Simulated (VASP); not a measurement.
Consider the following.

```xyz
4
Lattice="1.6500 -5.4837 0.0000 1.6500 5.4837 0.0000 0.0000 0.0000 4.5362" Properties=species:S:1:pos:R:3 pbc="T T T"
P      1.6500     4.4366     4.1345
P      1.6500     1.0471     1.8164
P      1.6500    -1.0471     2.6697
P      1.6500    -4.4366     0.4017
```

Level of theory: r2SCAN meta-GGA, VASP's PBE PAW potentials (set 64) (plane waves; VASP). Run with 480 eV cut-off, 6×6×6 Γ-centred mesh, Gaussian smearing of 0.050 eV, potentials P.

Question: Predict the energy per atom (σ→0), largest force, band gap (on the k-mesh) with the smallest direct gap where there is one.

Answer: 
```
Item                                             Result
-----------------------------------  ------------------
band gap (on the k-mesh)                        0.23 eV
smallest direct gap (on the k-mesh)             0.23 eV
energy per atom (σ→0)                -865.9 kJ/mol-atom
largest force                                0.692 eV/Å
```

The absolute energy has meaning only against runs of the same code, potentials and settings.

The compound is P in the black structure. This cell was strained or had an atom moved on purpose.
